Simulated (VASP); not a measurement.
Crystal: Si3Ge.

```
CELL_PARAMETERS angstrom
0.00000 3.49721 3.49721
3.49721 0.00000 3.49721
3.49721 3.49721 0.00000
ATOMIC_POSITIONS crystal
Si 0.25000 0.25000 0.25000
Si 0.75000 0.75000 0.75000
Si 0.50000 0.50000 0.50000
Ge 0.00000 0.00000 0.00000
```

The cell was built by a generator and needn't be a form met in nature.

```yaml
Program: VASP 6.6.1
Task: relaxation of cell and atoms
Functional: PBE
Potentials_or_basis: VASP PAW PBE potentials, release 64 (Si, Ge_d)
Cutoff: 520 eV
k_mesh: 5 × 5 × 5
Occupations: gaussian, width 0.15 eV
Spin: no spin polarisation
```

At the start: pressure -13.1 GPa; volume 21.39 Å³/atom.

**Question.** How do energy, volume and symmetry change on relaxing?

**Answer.** Over 5 steps the energy falls by 331.0 meV/atom and the volume is 15.58 Å³/atom (-27.1 %); space group Fm-3m (No. 225, to 0.05 Å).

The path:
```tsv
step	energy change (eV)	largest force (eV/Å)	pressure (GPa)	volume (Å³)
1	0.0000	0.0000	-13.06	85.55
2	-1.2802	0.0000	-4.04	65.73
3	-1.3233	0.0000	-1.38	62.95
4	-1.3207	0.0000	1.62	61.61
5	-1.3240	0.0000	0.30	62.32
```

Final structure:
```
Si Ge
1.0
     0.00000    3.14685    3.14685
     3.14685    0.00000    3.14685
     3.14685    3.14685    0.00000
Si Ge
3 1
Direct
  0.25000 0.25000 0.25000
  0.75000 0.75000 0.75000
  0.50000 0.50000 0.50000
  0.00000 0.00000 0.00000
```

Caveat: the volume moved by over 15 % at a fixed basis, so the end points are rough.
